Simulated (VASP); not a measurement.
Data:

```yaml
crystal:
  lattice:
    - [6.10174, 0.00000, 0.00000]
    - [0.00000, 6.10174, 0.00000]
    - [0.00000, 0.00000, 6.10174]
  atoms:
    - { symbol: Cs, position: [0.00000, 0.00000, 0.00000] }
    - { symbol: Sn, position: [0.50000, 0.50000, 0.50000] }
    - { symbol: I, position: [0.50000, 0.00000, 0.50000] }
    - { symbol: I, position: [0.00000, 0.50000, 0.50000] }
    - { symbol: I, position: [0.50000, 0.50000, 0.00000] }
```

The numbers are results of optB88-vdW, VASP's PBE PAW potentials (set 64) (plane waves; VASP), not measurements. Numerical set-up: 520 eV cut-off, 4×4×4 Γ-centred mesh, Gaussian smearing of 0.050 eV, potentials Cs_sv Sn_d I.

### Question
Give the stress tensor in GPa (positive for a compressed cell).

### Answer

```
1.26  0.00  0.00
0.00  1.26  0.00
0.00  0.00  1.26
```
The pressure is its mean diagonal, 1.26 GPa.

The compound is CsSnI3 in the cubic perovskite structure, the ideal cubic form; the compound distorts at low or room temperature. This cell is one point of a volume scan, at 0.94 of the reference volume.
